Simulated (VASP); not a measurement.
**Lattice of Osmium across functionals and dispersion corrections**

How close do the usual functionals, with and without dispersion, come to the cell of Osmium? The levels: PBE, LDA, r2SCAN and PBE + D3(BJ). LASPH is on for some levels and off for others; the table marks which. The start is a cell from a database of measured crystal structures.

Program: VASP 6.6.1. Level of theory: PBE; plane waves and PAW (Os), in the first sound run; inputs show where later runs differ. Results are calculated unless marked as measured.

## 1. The starting structure

Before any relaxation, the start is as follows. The structure is hexagonal, space group P6_3/mmc (No. 194). The conventional cell has a = 2.734 Å, b = 2.734 Å, c = 4.320 Å, α = 90.00°, β = 90.00°, γ = 120.00°. Os has 12 Os at 2.68 to 2.73 Å nearest.

## 2. Relaxation with PBE

The start need not lie at this functional's minimum. ISIF = 3 frees volume, shape and positions, and EDIFFG sets the threshold on forces and stress at which the search stops. PBE, the usual starting point, adds the gradient of the density.

INCAR

```
SYSTEM = Os
PREC = Accurate
ENCUT = 520
EDIFF = 1E-06
NELM = 100
ISMEAR = -1
SIGMA = 0.05
LREAL = .FALSE.
ALGO = Normal
GGA = PE
NBANDS = 14
LORBIT = 11
LWAVE = .FALSE.
LCHARG = .FALSE.
KPAR = 2
IBRION = 2
NSW = 60
ISIF = 3
EDIFFG = -0.01
```

POSCAR

```
Os
1.0
    2.7341000000      0.0000000000      0.0000000000
   -1.3670500000      2.3678000565      0.0000000000
    0.0000000000      0.0000000000      4.3197000000
Os
2
Direct
    0.3333333333      0.6666666667      0.2500000000
    0.6666666667      0.3333333333      0.7500000000
```

KPOINTS

```
Automatic mesh
0
Gamma
11 11 6
0 0 0
```

Potentials, in the order of the species: Os (PBE family, release 64).

Run with:

```console
> mpirun -np 2 vasp_std
```

Log:

```text
[banner, memory and clock lines left out]
running    2 mpi-ranks, on    1 nodes
 distrk:  each k-point on    1 cores,    2 groups
 distr:  one band on    1 cores,    1 groups

 POSCAR found type information on POSCAR Os
 POSCAR found :  1 types and       2 ions
 LDA part: xc-table for (Slater+PW92), standard interpolation
 POSCAR, INCAR and KPOINTS ok, starting setup
 FFT: planning ... GRIDC
 FFT: planning ... GRID_SOFT
 FFT: planning ... GRID
 WAVECAR not read
 entering main loop
       N       E                     dE             d eps       ncg     rms          rms(c)
DAV:   1     0.104191158710E+03    0.10419E+03   -0.75781E+03  1792   0.110E+03
DAV:   2    -0.184903728218E+02   -0.12268E+03   -0.10825E+03  1828   0.348E+02
DAV:   3    -0.238174812264E+02   -0.53271E+01   -0.50656E+01  2422   0.624E+01
DAV:   4    -0.238715977129E+02   -0.54116E-01   -0.54048E-01  1930   0.651E+00
DAV:   5    -0.238719186453E+02   -0.32093E-03   -0.32092E-03  2392   0.456E-01    0.234E+01
DAV:   6    -0.227995871199E+02    0.10723E+01   -0.95307E-01  2194   0.850E+00    0.107E+01
DAV:   7    -0.224815056942E+02    0.31808E+00   -0.68160E-01  2242   0.702E+00    0.528E-01
DAV:   8    -0.224757334597E+02    0.57722E-02   -0.62936E-03  1846   0.627E-01    0.319E-01
DAV:   9    -0.224734629497E+02    0.22705E-02   -0.15396E-03  2080   0.414E-01    0.457E-02
DAV:  10    -0.224734888643E+02   -0.25915E-04   -0.53411E-05  2284   0.646E-02    0.834E-03
DAV:  11    -0.224734658062E+02    0.23058E-04   -0.45066E-06  1996   0.240E-02    0.109E-03
DAV:  12    -0.224734648898E+02    0.91642E-06   -0.87899E-08  1034   0.319E-03
   1 F= -.22473465E+02 E0= -.22466876E+02  d E =-.224735E+02
 curvature:   0.00 expect dE= 0.000E+00 dE for cont linesearch  0.000E+00
 trial: gam= 0.00000 g(F)=  0.206E-48 g(S)=  0.173E+00 ort = 0.000E+00 (trialstep = 0.100E+01)
 search vector abs. value=  0.173E+00
 bond charge predicted
       N       E                     dE             d eps       ncg     rms          rms(c)
DAV:   1    -0.229434117405E+02   -0.46995E+00   -0.17603E+01  1846   0.311E+01    0.940E+00
DAV:   2    -0.223185234423E+02    0.62489E+00   -0.73959E-01  1894   0.854E+00    0.383E+00
DAV:   3    -0.222227193666E+02    0.95804E-01   -0.29108E-01  2328   0.494E+00    0.386E-01
DAV:   4    -0.222258905453E+02   -0.31712E-02   -0.71362E-03  1918   0.508E-01    0.176E-01
DAV:   5    -0.222263323226E+02   -0.44178E-03   -0.29969E-04  2342   0.139E-01    0.389E-02
DAV:   6    -0.222263606664E+02   -0.28344E-04   -0.38586E-05  2050   0.650E-02    0.126E-02
DAV:   7    -0.222263617961E+02   -0.11297E-05   -0.28067E-06  1994   0.120E-02    0.127E-03
DAV:   8    -0.222263617052E+02    0.90953E-07   -0.40672E-08  1022   0.208E-03
   2 F= -.22226362E+02 E0= -.22218424E+02  d E =0.247103E+00
[...]
3 F= -.22489187E+02 E0= -.22482349E+02  d E =-.157219E-01
[...]
4 F= -.22489216E+02 E0= -.22482388E+02  d E =-.157512E-01
[...]
5 F= -.22489213E+02 E0= -.22482390E+02  d E =-.157481E-01
[...]
6 F= -.22489216E+02 E0= -.22482411E+02  d E =-.259991E-05
[...]
7 F= -.22489234E+02 E0= -.22482421E+02  d E =-.206532E-04
[...]
8 F= -.22489191E+02 E0= -.22482361E+02  d E =0.427949E-04
 trial-energy change:    0.000043  1 .order    0.000036   -0.000037    0.000109
 step:   0.1569(harm=  0.1927)  dis= 0.00000  next Energy=   -22.489237 (dE=-0.380E-05)
 bond charge predicted
       N       E                     dE             d eps       ncg     rms          rms(c)
DAV:   1    -0.224893019555E+02   -0.11135E-03   -0.18522E-03  1840   0.327E-01    0.113E-01
DAV:   2    -0.224892457903E+02    0.56165E-04   -0.60746E-05  2002   0.821E-02    0.439E-02
DAV:   3    -0.224892360274E+02    0.97629E-05   -0.30280E-05  2228   0.525E-02    0.370E-03
DAV:   4    -0.224892365960E+02   -0.56860E-06   -0.55407E-07  1166   0.472E-03
   9 F= -.22489237E+02 E0= -.22482421E+02  d E =-.300254E-05
 curvature:  -0.10 expect dE=-0.595E-07 dE for cont linesearch -0.590E-07
 trial: gam=-0.09937 g(F)=  0.479E-48 g(S)=  0.619E-06 ort = 0.550E-05 (trialstep = 0.636E+00)
 search vector abs. value=  0.123E-07
 reached required accuracy - stopping structural energy minimisation
```

Elapsed: 67 s, on 2 MPI ranks of AMD EPYC 7R43, shared host; peak memory 0.23 GiB.

Lines that name or quote the potential files are left out of all logs, and their timing lines are given in words.

From OUTCAR (step 2):

```text
ion  position               nearest neighbor table
   1  0.333  0.667  0.250-   2 2.68   2 2.68   2 2.68   2 2.68   2 2.68   2 2.68
   2  0.667  0.333  0.750-   1 2.68   1 2.68   1 2.68   1 2.68   1 2.68   1 2.68

  LATTYP: Found a hexagonal cell.
 ALAT       =     2.7341000000
 C/A-ratio  =     1.5799348963

 Subroutine GETGRP returns: Found 24 space group operations
 (whereof 12 operations were pure point group operations)

The static configuration has the point symmetry D_3d.
 The point group associated with its full space group is D_6h.

 Found     64 irreducible k-points:

   k-points           NKPTS =     64   k-points in BZ     NKDIM =     64   number of bands    NBANDS=     14

   dimension x,y,z NGX =    20 NGY =   20 NGZ =   32
   dimension x,y,z NGXF=    40 NGYF=   40 NGZF=   64

   ENCUT  =  520.0 eV  38.22 Ry    6.18 a.u.   5.08  5.08  8.03*2*pi/ulx,y,z

   NELECT =      16.0000    total number of electrons

 k-points in reciprocal lattice and weights: Automatic mesh
   0.00000000  0.00000000  0.00000000       0.001
   0.09090909  0.00000000  0.00000000       0.008
   0.18181818  0.00000000  0.00000000       0.008
   0.27272727 -0.00000000  0.00000000       0.008
   0.36363636 -0.00000000  0.00000000       0.008
   0.45454545  0.00000000  0.00000000       0.008
   0.09090909  0.09090909  0.00000000       0.008
   0.18181818  0.09090909  0.00000000       0.017
   0.27272727  0.09090909  0.00000000       0.017
[...]
0.27272727  0.27272727  0.50000000       0.008
   0.36363636  0.27272727  0.50000000       0.008

 average (electrostatic) potential at core
       1 -43.5410       2 -43.5410

 E-fermi :   9.1183

 k-point     1 :       0.0000    0.0000    0.0000
  band No.  band energies     occupation
    ...
      5       6.4483      2.00000
      6       7.0169      2.00000
      7       7.0169      2.00000
      8       7.6402      2.00000
      9       7.6402      2.00000
     10       9.1920      0.37237
     11      10.8000      0.00000
     12      10.8000      0.00000
     13      18.0010      0.00000
     14      23.2020      0.00000

 k-point     2 :       0.0909    0.0000    0.0000
  band No.  band energies     occupation
    ...
      6       6.9480      2.00000
      7       7.1811      2.00000
      8       7.2829      2.00000
      9       7.4183      2.00000
     10       8.1506      2.00000
     11      10.9511      0.00000
     12      12.3945      0.00000
     13      17.9671      0.00000
     14      23.8502      0.00000

 k-point     3 :       0.1818    0.0000    0.0000
  band No.  band energies     occupation
    ...
      6       6.9170      2.00000
      7       7.3130      2.00000
      8       7.5685      2.00000
      9       7.6662      2.00000
     10       8.0453      2.00000
     11      11.2584      0.00000
     12      14.7310      0.00000
     13      17.7897      0.00000
     14      24.7574      0.00000

  Total        0.0026210      0.0026210      0.0034559      0.0000000      0.0000000      0.0000000
  in kB        0.1470854      0.1470854      0.1939402      0.0000000      0.0000000      0.0000000
  external PRESSURE =       0.1627037 kB  Pullay stress =       0.0000000 kB

  energy-cutoff  :      520.00
  volume of cell :       28.55
      direct lattice vectors                 reciprocal lattice vectors
     2.753553927 -0.000000000  0.000000000     0.363167029  0.209674582  0.000000000
    -1.376776963  2.384647651 -0.000000000     0.000000000  0.419349164  0.000000000
    -0.000000000 -0.000000000  4.347943055    -0.000000000  0.000000000  0.229993813

 POSITION                                       TOTAL-FORCE (eV/Angst)
 -----------------------------------------------------------------------------------
     -0.00000      1.58977      1.08699        -0.000000     -0.000000      0.000000
      1.37678      0.79488      3.26096         0.000000      0.000000      0.000000
 -----------------------------------------------------------------------------------
    total drift:                               -0.000000      0.000000     -0.000000

  FREE ENERGIE OF THE ION-ELECTRON SYSTEM (eV)
  ---------------------------------------------------
  free  energy   TOTEN  =       -22.4892365960 eV

  energy  without entropy=      -22.4756050050  energy(sigma->0) =      -22.48242080

 reached required accuracy - stopping structural energy minimisation

 total charge
# of ion       s       p       d       tot
------------------------------------------
    1        0.654   0.761   5.999   7.414
    2        0.654   0.761   5.999   7.414
--------------------------------------------------
tot          1.307   1.523  11.999  14.829

[... 3 further parts left out ...]
```

CONTCAR:

```
Os
   1.00000000000000
     2.7535539267754530   -0.0000000000000000    0.0000000000000000
    -1.3767769633877265    2.3846476512911816   -0.0000000000000000
    -0.0000000000000000   -0.0000000000000000    4.3479430554787317
  Os
     2
Direct
     0.3333333332999970    0.6666666667000030    0.2500000000000000
     0.6666666667000030    0.3333333332999970    0.7500000000000000
```

The k-mesh is coarse for a metal. The run keeps the 24 symmetry operations of its start, so it cannot find a distortion of lower symmetry.

Step by step:

```tsv
step	energy less that of the first step (eV)	largest force (eV/Å)	pressure (GPa)	volume (Å³)
1	0.0000	0.0000	8.85	27.96
2	0.2471	0.0000	-28.89	31.21
3	-0.0157	0.0000	-0.33	28.57
4	-0.0158	0.0000	-0.02	28.55
5	-0.0157	0.0000	0.15	28.54
6	-0.0158	0.0000	0.13	28.54
7	-0.0158	0.0000	0.15	28.54
8	-0.0157	0.0000	-0.43	28.58
9	-0.0158	0.0000	0.02	28.55
```

```tsv
conventional cell, symmetrised	before	after	change
a (Å)	2.734	2.754	+0.7 %
b (Å)	2.734	2.754	+0.7 %
c (Å)	4.320	4.348	+0.7 %
volume (Å³/atom)	13.98	14.27	+2.1 %
```

The relaxed structure:

```xyz
2
Lattice="2.7536 0.0000 0.0000 -1.3768 2.3846 0.0000 0.0000 0.0000 4.3479" Properties=species:S:1:pos:R:3 pbc="T T T"
Os    0.0000    1.5898    1.0870
Os    1.3768    0.7949    3.2610
```

This step gave:

- electrons: 16
- bands: 14
- irreducible k-points: 64
- symmetry operations: 24
- free energy (TOTEN): -22.49 eV
- energy at zero smearing: -22.48 eV
- Fermi energy: 9.118 eV
- pressure: 0.01627 GPa
- metallic: yes
- SCF cycles over all ionic steps: 50

It ends with forces that vanish by symmetry and a pressure of 0.02 GPa. The volume lies +2.1 % from that of the database's start. The conventional cell has a = 2.754 and c = 4.348 Å.

## 3. Relaxation with LDA

This step: LDA; plane waves and PAW (Os) (VASP 6.6.1).

LDA, the lowest rung, knows the local density alone.

Changes to INCAR since step 2:

```diff
@@ -9,3 +9,3 @@
 ALGO = Normal
-GGA = PE
+GGA = CA
 NBANDS = 14
```

POSCAR is that of step 2.

KPOINTS is that of step 2.

Run with:

```console
> mpirun -np 2 vasp_std
```

Log:

```text
[banner, memory and clock lines left out]
running    2 mpi-ranks, on    1 nodes
 distrk:  each k-point on    1 cores,    2 groups
 distr:  one band on    1 cores,    1 groups

 POSCAR found type information on POSCAR Os
 POSCAR found :  1 types and       2 ions
|                                                                             |
|               ----> ADVICE to this user running VASP <----                  |
|                                                                             |
|     You enforced a specific xc type in the INCAR file but a different       |
|     [... a line on the potential file left out ...]
|     I HOPE YOU KNOW WHAT YOU ARE DOING!                                     |
|                                                                             |

 LDA part: xc-table for (Slater(with rela. corr.)+CA(PZ))
 , standard interpolation
 POSCAR, INCAR and KPOINTS ok, starting setup
 FFT: planning ... GRIDC
 FFT: planning ... GRID_SOFT
 FFT: planning ... GRID
 WAVECAR not read
 entering main loop
       N       E                     dE             d eps       ncg     rms          rms(c)
DAV:   1     0.101382239020E+03    0.10138E+03   -0.75732E+03  1792   0.110E+03
DAV:   2    -0.216752922082E+02   -0.12306E+03   -0.10857E+03  1828   0.349E+02
DAV:   3    -0.270359271850E+02   -0.53606E+01   -0.50956E+01  2422   0.626E+01
DAV:   4    -0.270911087763E+02   -0.55182E-01   -0.55111E-01  1930   0.657E+00
DAV:   5    -0.270914385124E+02   -0.32974E-03   -0.32972E-03  2392   0.461E-01    0.261E+01
DAV:   6    -0.257920343226E+02    0.12994E+01   -0.12597E+00  2194   0.100E+01    0.113E+01
DAV:   7    -0.254509367459E+02    0.34110E+00   -0.72494E-01  2236   0.739E+00    0.677E-01
DAV:   8    -0.254426684582E+02    0.82683E-02   -0.65380E-03  1846   0.619E-01    0.304E-01
DAV:   9    -0.254400971712E+02    0.25713E-02   -0.14564E-03  2098   0.409E-01    0.611E-02
DAV:  10    -0.254401156343E+02   -0.18463E-04   -0.38880E-05  2236   0.534E-02    0.145E-02
DAV:  11    -0.254401010473E+02    0.14587E-04   -0.44492E-06  2038   0.236E-02    0.172E-03
DAV:  12    -0.254401008936E+02    0.15370E-06   -0.89387E-08  1064   0.320E-03
   1 F= -.25440101E+02 E0= -.25433533E+02  d E =-.254401E+02
 curvature:   0.00 expect dE= 0.000E+00 dE for cont linesearch  0.000E+00
 trial: gam= 0.00000 g(F)=  0.670E-49 g(S)=  0.469E-01 ort = 0.000E+00 (trialstep = 0.100E+01)
 search vector abs. value=  0.469E-01
 bond charge predicted
       N       E                     dE             d eps       ncg     rms          rms(c)
DAV:   1    -0.255232597865E+02   -0.83159E-01   -0.48756E+00  1828   0.171E+01    0.701E+00
DAV:   2    -0.253781591822E+02    0.14510E+00   -0.14844E-01  2068   0.423E+00    0.262E+00
DAV:   3    -0.253464926131E+02    0.31667E-01   -0.73330E-02  2234   0.270E+00    0.244E-01
DAV:   4    -0.253471477957E+02   -0.65518E-03   -0.13428E-03  1954   0.242E-01    0.566E-02
DAV:   5    -0.253472993872E+02   -0.15159E-03   -0.15620E-04  2324   0.114E-01    0.231E-02
DAV:   6    -0.253473254605E+02   -0.26073E-04   -0.20604E-05  2112   0.465E-02    0.934E-03
DAV:   7    -0.253473257418E+02   -0.28121E-06   -0.59660E-07  1292   0.808E-03
   2 F= -.25347326E+02 E0= -.25341380E+02  d E =0.927752E-01
[...]
3 F= -.25444301E+02 E0= -.25437847E+02  d E =-.419977E-02
 curvature:  -0.08 expect dE=-0.343E-05 dE for cont linesearch -0.234E-05
 ZBRENT: interpolating
 opt :   0.1776  next Energy=   -25.444303 (dE=-0.420E-02)
 bond charge predicted
       N       E                     dE             d eps       ncg     rms          rms(c)
DAV:   1    -0.254443059342E+02   -0.56059E-05   -0.76494E-05  1846   0.667E-02    0.253E-02
DAV:   2    -0.254443035170E+02    0.24172E-05   -0.23261E-06  1614   0.171E-02    0.805E-03
DAV:   3    -0.254443030561E+02    0.46085E-06   -0.13625E-06   934   0.984E-03
   4 F= -.25444303E+02 E0= -.25437852E+02  d E =-.420216E-02
 curvature:  -0.08 expect dE=-0.112E-05 dE for cont linesearch -0.536E-07
 trial: gam=-0.00346 g(F)=  0.725E-49 g(S)=  0.138E-04 ort = 0.176E-03 (trialstep = 0.836E+00)
 search vector abs. value=  0.132E-04
 reached required accuracy - stopping structural energy minimisation
```

Elapsed: 33 s, on 2 MPI ranks; peak memory 0.22 GiB; 64 s of CPU time.

Parts of OUTCAR (step 3):

```text
 Found     64 irreducible k-points:

   NELECT =      16.0000    total number of electrons

 E-fermi :   9.3293

 k-point     1 :       0.0000    0.0000    0.0000
  band No.  band energies     occupation
    ...
      5       6.5005      2.00000
      6       7.1092      2.00000
      7       7.1092      2.00000
      8       7.7740      2.00000
      9       7.7740      2.00000
     10       9.4678      0.11805
     11      11.1051      0.00000
     12      11.1051      0.00000
     13      18.5847      0.00000
     14      23.4884      0.00000

 k-point     2 :       0.0909    0.0000    0.0000
  band No.  band energies     occupation
    ...
      6       7.0286      2.00000
      7       7.2959      2.00000
      8       7.3903      2.00000
      9       7.5382      2.00000
     10       8.3584      2.00000
     11      11.2686      0.00000
     12      12.7815      0.00000
     13      18.5553      0.00000
     14      24.1794      0.00000

  Total       -0.0128688     -0.0128688      0.0155329     -0.0000000      0.0000000      0.0000000
  in kB       -0.7449667     -0.7449667      0.8991921     -0.0000000      0.0000000      0.0000000
  external PRESSURE =      -0.1969138 kB  Pullay stress =       0.0000000 kB

  energy-cutoff  :      520.00
  volume of cell :       27.68
      direct lattice vectors                 reciprocal lattice vectors
     2.724856709 -0.000000000  0.000000000     0.366991775  0.211882800 -0.000000000
    -1.362428355  2.359795132 -0.000000000     0.000000000  0.423765600 -0.000000000
     0.000000000  0.000000000  4.304209084     0.000000000  0.000000000  0.232330721

 POSITION                                       TOTAL-FORCE (eV/Angst)
 -----------------------------------------------------------------------------------
     -0.00000      1.57320      1.07605        -0.000000     -0.000000      0.000000
      1.36243      0.78660      3.22816         0.000000      0.000000      0.000000
 -----------------------------------------------------------------------------------
    total drift:                               -0.000000      0.000000     -0.000000

  FREE ENERGIE OF THE ION-ELECTRON SYSTEM (eV)
  ---------------------------------------------------
  free  energy   TOTEN  =       -25.4443030561 eV

  energy  without entropy=      -25.4314008549  energy(sigma->0) =      -25.43785196

 total charge
# of ion       s       p       d       tot
------------------------------------------
    1        0.666   0.794   6.094   7.554
    2        0.666   0.794   6.094   7.554
--------------------------------------------------
tot          1.332   1.588  12.187  15.108

[... 9 parts as in an earlier step ...]

[... 5 further parts left out ...]
```

The PAW data sets were made with PBE, though LDA sets exist; this is a small mismatch.

Step by step:

```tsv
step	energy less that of the first step (eV)	largest force (eV/Å)	pressure (GPa)	volume (Å³)
1	0.0000	0.0000	-4.61	27.96
2	0.0928	0.0000	24.85	26.37
3	-0.0042	0.0000	-0.12	27.68
4	-0.0042	0.0000	-0.02	27.68
```

```tsv
conventional cell, symmetrised	before	after	change
a (Å)	2.734	2.725	-0.3 %
b (Å)	2.734	2.725	-0.3 %
c (Å)	4.320	4.304	-0.4 %
volume (Å³/atom)	13.98	13.84	-1.0 %
```

The relaxed structure:

```cif
data_structure
_symmetry_space_group_name_H-M 'P 1'
_symmetry_Int_Tables_number 1
_cell_length_a 2.7249
_cell_length_b 2.7249
_cell_length_c 4.3042
_cell_angle_alpha 90.000
_cell_angle_beta 90.000
_cell_angle_gamma 120.000
_cell_volume 27.68
loop_
_atom_site_label
_atom_site_type_symbol
_atom_site_fract_x
_atom_site_fract_y
_atom_site_fract_z
_atom_site_occupancy
Os1 Os 0.33333 0.66667 0.25000 1
Os2 Os 0.66667 0.33333 0.75000 1
```

Numbers from this step:

```
free energy (TOTEN)             : -25.44 eV
energy at zero smearing         : -25.44 eV
Fermi energy                    : 9.329 eV
pressure                        : -0.01969 GPa
SCF cycles over all ionic steps : 29
```

It ends at 13.84 Å³/atom, -1.0 % from the start, with -0.02 GPa left. The conventional cell has a = 2.725 and c = 4.304 Å.

(Continued in part 2 of 2.)

[Lines on the potential files, build, host, timing and source positions are cut from VASP's logs without a mark.]

[Logs are printed without paths, hosts, clocks, repeated set-up lines and the standing remarks that a program may print on its own settings, such as how far it seeks lower states.]

[Hosts, paths, dates, database ids (printed as entryN), source tags and the programs' standing remarks are cut or masked in the printed files.]

[A measured line is paired with the nearest computed mode of its activity, which favours agreement.]
